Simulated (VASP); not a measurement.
Level of theory: TPSS meta-GGA, VASP's PBE PAW potentials (set 64) (plane waves; VASP).

VASP ran on this input.

### POSCAR
```
MgB2
3.0819750
  0.5000001493  -0.8660255023   0.0000000000
  0.5000001493   0.8660255023   0.0000000000
  0.0000000000   0.0000000000   1.1345612083
Mg B
1 2
Cartesian
  1.0000002986   0.0000000000   0.0000000000
  0.5000001493   0.2886757448   0.5672806041
  0.5000001493  -0.2886757448   0.5672806041
```

KPOINTS:
```
Automatic mesh
0
Gamma
13 13 10
0 0 0
```

INCAR:
```
SYSTEM  =  MgB2
PREC  =  Accurate; ENCUT  =  520; LREAL  =  .FALSE.
LASPH  =  .TRUE.
EDIFF  =  1E-7; NELM  =  100; ALGO  =  Normal
LMIXTAU  =  .TRUE.
ISMEAR  =  -5
METAGGA  =  TPSS
ISIF  =  2
LWAVE  =  .FALSE.; LCHARG  =  .FALSE.; LORBIT  =  11
NEDOS  =  601
LEFG  =  .TRUE.
```

**KPOINTS_OPT**
```
k-points along high-symmetry lines
6
Line-mode
Reciprocal
  0.000000   0.000000   0.000000 ! GAMMA
  0.000000   0.500000   0.000000 ! M

  0.000000   0.500000   0.000000 ! M
 -0.333333   0.666667   0.000000 ! K

 -0.333333   0.666667   0.000000 ! K
  0.000000   0.000000   0.000000 ! GAMMA

  0.000000   0.000000   0.000000 ! GAMMA
  0.000000   0.000000   0.500000 ! A

  0.000000   0.000000   0.500000 ! A
  0.000000   0.500000   0.500000 ! L

  0.000000   0.500000   0.500000 ! L
 -0.333333   0.666667   0.500000 ! H

 -0.333333   0.666667   0.500000 ! H
  0.000000   0.000000   0.500000 ! A

  0.000000   0.500000   0.500000 ! L
  0.000000   0.500000   0.000000 ! M

 -0.333333   0.666667   0.500000 ! H
 -0.333333   0.666667   0.000000 ! K
```

POTCAR, in this order: Mg B (PBE.64 set). Program: vasp_std.

What VASP printed:

File OUTCAR:
```
 ion  position               nearest neighbor table
   1  0.000  0.000  0.000-   2 2.49   3 2.49   2 2.49   3 2.49   3 2.49   3 2.49   2 2.49   2 2.49
                             3 2.49   3 2.49   2 2.49   2 2.49
   2  0.333  0.667  0.500-   3 1.78   3 1.78   3 1.78   1 2.49   1 2.49   1 2.49   1 2.49   1 2.49
                             1 2.49
   3  0.667  0.333  0.500-   2 1.78   2 1.78   2 1.78   1 2.49   1 2.49   1 2.49   1 2.49   1 2.49
                             1 2.49
  LATTYP: Found a hexagonal cell.
 ALAT       =     3.0819754929
 C/A-ratio  =     1.1345610268
 Subroutine PRICEL returns:
 Original cell was already a primitive cell.
 Subroutine GETGRP returns: Found 24 space group operations
The static configuration has the point symmetry D_6h.
The dynamic configuration has the point symmetry D_6h.
 Subroutine INISYM returns: Found 24 space group operations
 Subroutine IBZKPT returns following result:
 Found    126 irreducible k-points:

 Following reciprocal coordinates:
            Coordinates               Weight
  0.000000  0.000000  0.000000      1.000000
  0.076923  0.000000  0.000000      6.000000
  0.153846  0.000000  0.000000      6.000000
  0.230769  0.000000  0.000000      6.000000
...
```

### OSZICAR
```
       N       E                     dE             d eps       ncg     rms          rms(c)
DAV:   1     0.163978986318E+02    0.16398E+02   -0.42875E+03  2064   0.965E+02
DAV:   2    -0.175252361438E+02   -0.33923E+02   -0.33228E+02  3000   0.169E+02
DAV:   3    -0.182694275973E+02   -0.74419E+00   -0.73774E+00  2984   0.302E+01
DAV:   4    -0.182735758050E+02   -0.41482E-02   -0.42418E-02  3472   0.203E+00
DAV:   5    -0.182735793149E+02   -0.35099E-05   -0.37188E-05  3240   0.489E-02    0.446E+00
DAV:   6    -0.215376560837E+02   -0.32641E+01   -0.83205E+00  2016   0.445E+01    0.300E+00
DAV:   7    -0.209584403425E+02    0.57922E+00   -0.39897E+00  2544   0.197E+01    0.145E+00
DAV:   8    -0.214634417975E+02   -0.50500E+00   -0.10178E+00  2032   0.129E+01    0.518E-01
DAV:   9    -0.214388616913E+02    0.24580E-01   -0.12677E-01  2576   0.466E+00    0.329E-01
DAV:  10    -0.211282395443E+02    0.31062E+00   -0.10533E+00  2016   0.179E+01    0.135E-01
DAV:  11    -0.215073862458E+02   -0.37915E+00   -0.68785E-01  2016   0.134E+01    0.422E-02
DAV:  12    -0.215092647236E+02   -0.18785E-02   -0.29271E-03  3104   0.647E-01    0.653E-02
DAV:  13    -0.215090486340E+02    0.21609E-03   -0.10927E-04  2392   0.162E-01    0.441E-02
DAV:  14    -0.215091620486E+02   -0.11341E-03   -0.37707E-04  2448   0.288E-01    0.936E-03
DAV:  15    -0.215092018475E+02   -0.39799E-04   -0.56220E-05  2192   0.134E-01    0.868E-03
DAV:  16    -0.215092194613E+02   -0.17614E-04   -0.30744E-06  3056   0.318E-02    0.598E-03
DAV:  17    -0.215092306354E+02   -0.11174E-04   -0.14195E-06  2416   0.211E-02    0.288E-03
DAV:  18    -0.215092318436E+02   -0.12082E-05   -0.51118E-07  2368   0.122E-02    0.132E-03
DAV:  19    -0.215092368764E+02   -0.50328E-05   -0.68819E-07  2320   0.141E-02    0.486E-04
DAV:  20    -0.215092383062E+02   -0.14298E-05   -0.57300E-08  1224   0.407E-03    0.586E-05
DAV:  21    -0.215092384296E+02   -0.12340E-06   -0.36233E-09  1144   0.818E-04    0.825E-05
DAV:  22    -0.215092383426E+02    0.87074E-07   -0.59989E-10  1104   0.381E-04
   1 F= -.21509238E+02 E0= -.21509238E+02  d E =0.000000E+00
       N       E                     dE             ncg
```

OUTCAR:
```
------------------------ aborting loop because EDIFF is reached ----------------------------------------
  FORCE on cell =-STRESS in cart. coord.  units (eV):
  Direction    XX          YY          ZZ          XY          YZ          ZX
  --------------------------------------------------------------------------------------
  Total       -0.1985616     -0.1985616      0.3105079      0.0000000     -0.0000000      0.0000000
  in kB      -11.0601205    -11.0601164     17.2956609      0.0000000     -0.0000000      0.0000000
  external PRESSURE =      -1.6081920 kB  Pullay stress =       0.0000000 kB
  volume of cell :       28.76
      direct lattice vectors                 reciprocal lattice vectors
     1.540987960 -2.669068947  0.000000000     0.324467168 -0.187331242  0.000000000
     1.540987960  2.669068947  0.000000000     0.324467168  0.187331242  0.000000000
     0.000000000  0.000000000  3.496689280     0.000000000  0.000000000  0.285984804
 POSITION                                       TOTAL-FORCE (eV/Angst)
 -----------------------------------------------------------------------------------
      0.00000      0.00000      0.00000        -0.000000     -0.000000      0.000000
      1.54099      0.88969      1.74834         0.000000     -0.000000      0.000000
      1.54099     -0.88969      1.74834        -0.000000      0.000000      0.000000
 -----------------------------------------------------------------------------------
    total drift:                                0.000000     -0.000000      0.000000
  FREE ENERGIE OF THE ION-ELECTRON SYSTEM (eV)
  ---------------------------------------------------
  free  energy   TOTEN  =       -21.5092383426 eV

  energy  without entropy=      -21.5092383426  energy(sigma->0) =      -21.50923834

 total charge

# of ion       s       p       d       tot
------------------------------------------
    1        0.158   0.178   0.057   0.392
    2        0.702   1.238   0.000   1.940
    3        0.702   1.238   0.000   1.940
--------------------------------------------------
tot          1.562   2.654   0.057   4.273

 Electric field gradients after diagonalization (V/A^2)
 (convention: |V_zz| > |V_xx| > |V_yy|)
----------------------------------------------------------------------
 ion       V_xx      V_yy      V_zz     asymmetry (V_yy - V_xx)/ V_zz
----------------------------------------------------------------------
   1       0.309     0.309    -0.619       0.000
   2      -9.445    -9.445    18.890       0.000
   3      -9.445    -9.445    18.890       0.000
```
(Selected blocks of OUTCAR.)

For a metal the tetrahedron method with Blöchl corrections gives inexact stress and forces.

The compound is MgB2 in the AlB2 type structure. It was relaxed first.
